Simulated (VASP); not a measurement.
The input files of a VASP run:

**INCAR**
```
# general
SYSTEM   = C
PREC     = Accurate
ENCUT    = 520
LREAL    = F
LASPH    = T

# electronic loop
EDIFF    = 1E-6
NELM     = 100
ALGO     = Normal
LMIXTAU  = T

# smearing
ISMEAR   = 0
SIGMA    = 0.05

# functional
METAGGA  = R2SCAN
LUSE_VDW = T
BPARAM   = 11.95
CPARAM   = 0.0093

# ions
IBRION   = 2
NSW      = 60
ISIF     = 3
EDIFFG   = -0.02

# output
LWAVE    = F
LCHARG   = F
```

KPOINTS:
```
Regular mesh
0
Gamma
9 9 3
```

**POSCAR**
```
C
1
    1.2307166190    -2.1316632198    -0.0000000000
    1.2307166190     2.1316632198     0.0000000000
    0.0000000000     0.0000000000     7.1929605618
C
4
Direct
  0.0000000000   0.0000000000   0.2500000000
  0.0000000000   0.0000000000   0.7500000000
  0.3333330000   0.6666670000   0.2500000000
  0.6666670000   0.3333330000   0.7500000000
```

POTCAR, in this order: C (PBE.64 set). Program: vasp_std.

Question: Translate this r2SCAN+rVV10 calculation to Ansatz.

Answer: One equivalent input (not run):
Ansatz 0.2 input:
```yaml
crystal:
  lattice:
    - [1.2307166, -2.1316632, 0.0000000]
    - [1.2307166, 2.1316632, 0.0000000]
    - [0.0000000, 0.0000000, 7.1929606]
  atoms:
    - { symbol: C, position: [0.0000000, 0.0000000, 0.2500000] }
    - { symbol: C, position: [0.0000000, 0.0000000, 0.7500000] }
    - { symbol: C, position: [0.3333330, 0.6666670, 0.2500000] }
    - { symbol: C, position: [0.6666670, 0.3333330, 0.7500000] }
kpoints:
  mp_grid: { grid: [9, 9, 3] }
hamiltonian:
  xc: r2scan
  dispersion: rvv10
  pseudopotentials: { kind: paw }
scf:
  occupations: { method: gaussian, width: 0.05 }
  max_iter: 100
relax:
  max_steps: 60
  f_tol: 0.02
  cell: {}
output: { forces: true, stress: true, eigenvalues: true }
```
Limits of the translation: each code has its own PAW files, so the cut-off isn't converted (ENCUT is set for VASP's; basis.ecutwfc is left out, and Ansatz then takes the one that its files recommend); Ansatz stops its SCF on the density residual and VASP on the energy change (EDIFF).

The compound is C in the graphite structure. This run relaxes it. Symmetry was kept, so distortions that lower it aren't found. The k-mesh is coarse (spacing up to 0.33 per Å, 2π included), so the numbers may not be converged in it.
